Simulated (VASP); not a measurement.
```
AgBr
1.0
    0.00000     2.88989     2.88989
    2.88989     0.00000     2.88989
    2.88989     2.88989     0.00000
Ag Br
1 1
Direct
  0.00000   0.00000   0.00000
  0.50000   0.50000   0.50000
```

The numbers are results of PBE0 hybrid, VASP's PBE PAW potentials (set 64) (plane waves; VASP 6.6.1), not measurements. Numerical set-up: 520 eV cut-off, 6×6×6 Γ-centred mesh, Gaussian smearing of 0.050 eV, potentials Ag Br.

**Question.** Predict the energy per atom (σ→0), band gap (on the k-mesh) with the smallest direct gap where there is one.

**Answer.** 
| Property | Result |
|---|---|
| band gap (on the k-mesh) | 2.67 eV |
| smallest direct gap (on the k-mesh) | 4.44 eV |
| energy per atom (σ→0) | -3.320 eV/atom |

The compound is AgBr in the rock salt structure. This cell is one point of a volume scan, at 0.97 of the reference volume. The cell's shape comes from a PBE relaxation.
